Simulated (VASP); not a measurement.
Level of theory: LDA (Ceperley-Alder, Perdew-Zunger), VASP's LDA PAW potentials (set 64) (plane waves; VASP 6.6.1).

Input for VASP

**KPOINTS**
```
Automatic mesh
0
Gamma
18 18 18
0 0 0
```

### POSCAR
```
InP
1
    0.0000000000     2.9138754653     2.9138754653
    2.9138754653     0.0000000000     2.9138754653
    2.9138754653     2.9138754653     0.0000000000
In P
1 1
Direct
  0.0000000000   0.0000000000   0.0000000000
  0.2500000000   0.2500000000   0.2500000000
```

**INCAR**
```
LMAXMIX = 4
SIGMA = 0.01
ENCUT = 400
NBANDS = 39
LCHARG = .FALSE.
LASPH = .TRUE.   ! aspherical one-centre terms
PREC = Accurate
LOPTICS = .TRUE.
ISMEAR = 0   ! Gaussian
SYSTEM = InP
NELM = 100   ! most electronic steps
ALGO = Normal   ! blocked Davidson
LREAL = .FALSE.   ! projection in real space or not
EDIFF = 1E-7   ! SCF stop (eV)
CSHIFT = 0.1
LWAVE = .FALSE.
NEDOS = 1001   ! DOS grid
```

POTCAR, in this order: In_d P (LDA.64 set). Program: vasp_std.

The run wrote:

File OUTCAR:
```
 ion  position               nearest neighbor table
   1  0.000  0.000  0.000-   2 2.52   2 2.52   2 2.52   2 2.52
   2  0.250  0.250  0.250-   1 2.52   1 2.52   1 2.52   1 2.52
  LATTYP: Found a face centered cubic cell.
 ALAT       =     5.8277509306
 Subroutine PRICEL returns:
 Original cell was already a primitive cell.
 Subroutine GETGRP returns: Found 24 space group operations
The static configuration has the point symmetry T_d .
The dynamic configuration has the point symmetry T_d .
 Subroutine INISYM returns: Found 24 space group operations
 Subroutine IBZKPT returns following result:
 Found    195 irreducible k-points:

 Following reciprocal coordinates:
            Coordinates               Weight
  0.000000  0.000000  0.000000      1.000000
  0.055556  0.000000  0.000000      8.000000
  0.111111  0.000000  0.000000      8.000000
  0.166667  0.000000  0.000000      8.000000
  0.222222  0.000000  0.000000      8.000000
  0.277778  0.000000  0.000000      8.000000
  0.333333  0.000000  0.000000      8.000000
  0.388889  0.000000  0.000000      8.000000
  0.444444  0.000000  0.000000      8.000000
...
```

**OSZICAR**
```
       N       E                     dE             d eps       ncg     rms          rms(c)
DAV:   1     0.137770795517E+03    0.13777E+03   -0.51308E+03 18285   0.432E+02
DAV:   2     0.732782556225E+01   -0.13044E+03   -0.11449E+03 16691   0.183E+02
DAV:   3    -0.963823946658E+01   -0.16966E+02   -0.16664E+02 18218   0.479E+01
DAV:   4    -0.101098410685E+02   -0.47160E+00   -0.47114E+00 18710   0.810E+00
DAV:   5    -0.101173545975E+02   -0.75135E-02   -0.75125E-02 20947   0.103E+00    0.600E+00
DAV:   6    -0.972713569879E+01    0.39022E+00   -0.20109E-01 22370   0.522E+00    0.343E+00
DAV:   7    -0.968046138831E+01    0.46674E-01   -0.42045E-02 22714   0.111E+00    0.128E+00
DAV:   8    -0.967470400977E+01    0.57574E-02   -0.71587E-03 22201   0.421E-01    0.221E-01
DAV:   9    -0.967465486503E+01    0.49145E-04   -0.41689E-04 21242   0.879E-02    0.144E-01
DAV:  10    -0.967467384965E+01   -0.18985E-04   -0.44454E-05 24017   0.716E-02    0.443E-02
DAV:  11    -0.967467349119E+01    0.35846E-06   -0.10476E-05 21771   0.299E-02    0.481E-03
DAV:  12    -0.967467351659E+01   -0.25397E-07   -0.53575E-07 20642   0.318E-03
   1 F= -.96746735E+01 E0= -.96746735E+01  d E =-.300904E-35
 imaginary and real dielectric function
```

### OUTCAR
```
------------------------ aborting loop because EDIFF is reached ----------------------------------------
  FORCE on cell =-STRESS in cart. coord.  units (eV):
  Direction    XX          YY          ZZ          XY          YZ          ZX
  --------------------------------------------------------------------------------------
  Total       -0.0002576     -0.0002576     -0.0002576      0.0000000     -0.0000000     -0.0000000
  in kB       -0.0083423     -0.0083423     -0.0083423      0.0000000     -0.0000000     -0.0000000
  external PRESSURE =      -0.0083423 kB  Pullay stress =       0.0000000 kB
  volume of cell :       49.48
      direct lattice vectors                 reciprocal lattice vectors
     0.000000000  2.913875465  2.913875465    -0.171592783  0.171592783  0.171592783
     2.913875465  0.000000000  2.913875465     0.171592783 -0.171592783  0.171592783
     2.913875465  2.913875465  0.000000000     0.171592783  0.171592783 -0.171592783
  FREE ENERGIE OF THE ION-ELECTRON SYSTEM (eV)
  ---------------------------------------------------
  free  energy   TOTEN  =        -9.6746735166 eV

  energy  without entropy=       -9.6746735166  energy(sigma->0) =       -9.67467352

 plasma frequency squared (from intraband transitions) (eV^2)
  --------------------------------------------------------------------------------------
       0.000       0.000       0.000
      -0.000       0.000       0.000
       0.000       0.000       0.000

 plasma frequency squared (from interband transitions, int dw w eps(2)(w)) (eV^2)
  --------------------------------------------------------------------------------------
     339.422       0.000       0.000       0.000       0.000      -0.000
       0.000      -0.000     339.422       0.000       0.000      -0.000
       0.000       0.000       0.000       0.000     339.422       0.000
```
(Selected blocks of OUTCAR.)

The dielectric response may not be converged in the k-mesh; for small gaps it tends to come out too large.

The compound is InP in the zinc blende structure. It was relaxed first.
